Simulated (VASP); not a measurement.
**ZnPt: single point with LDA**

ZnPt:

```
CELL_PARAMETERS angstrom
2.63488 0.00000 0.00000
0.00000 2.63488 0.00000
0.00000 0.00000 3.22920
ATOMIC_POSITIONS crystal
Zn 0.50000 0.50000 0.50000
Pt 0.00000 0.00000 0.00000
```

The cell isn't the ideal one: strain -0.080 along x and y, -0.080 along z, atoms carried along.

| Quantity | Value |
| --- | --- |
| Program | VASP 6.6.1 |
| Task | single point |
| Functional | LDA |
| Potentials or basis | VASP PAW LDA potentials, release 64 (Zn, Pt) |
| Cutoff | 520 eV |
| k mesh | 16 × 16 × 14 |
| Occupations | gaussian, width 0.15 eV |
| Spin | no spin polarisation |

```yaml
Pressure: 73.0 GPa
Band_gap_on_the_k_mesh: none (metal or under the smearing width)
```

Stress tensor (GPa, compression positive):
```
74.71  0.00  0.00
 0.00 74.71  0.00
 0.00  0.00 69.58
```

Levels at points of the mesh, in eV from the Fermi level:
```tsv
k point	band 9	band 10	band 11	band 12	band 13	band 14
(0.00, 0.00, 0.00)	-1.84	-1.84	-1.09	2.19	9.11	9.11
(0.50, 0.00, 0.00)	-4.86	-3.76	-2.14	1.85	9.74	11.18
(0.50, 0.50, 0.00)	-3.12	-1.25	-1.25	0.53	7.03	7.81
(0.00, 0.00, 0.50)	-3.38	-3.38	-2.57	-1.24	12.98	14.89
(0.50, 0.00, 0.50)	-2.70	-2.30	-1.92	-1.42	4.59	6.00
(0.50, 0.50, 0.50)	-1.63	0.56	3.27	5.92	5.92	6.02
```

Run time: 58 s on 1 thread of Intel(R) Xeon(R) Platinum 8559C (Emerald Rapids), on a shared host, peak memory 0.25 GiB.

Caveat: the cell as given lies far from equilibrium; so large a pressure means that the cell lies far from this level's equilibrium, or that cutoff or potentials fall short. The run has no spin-orbit coupling, so splittings on Pt are missing.
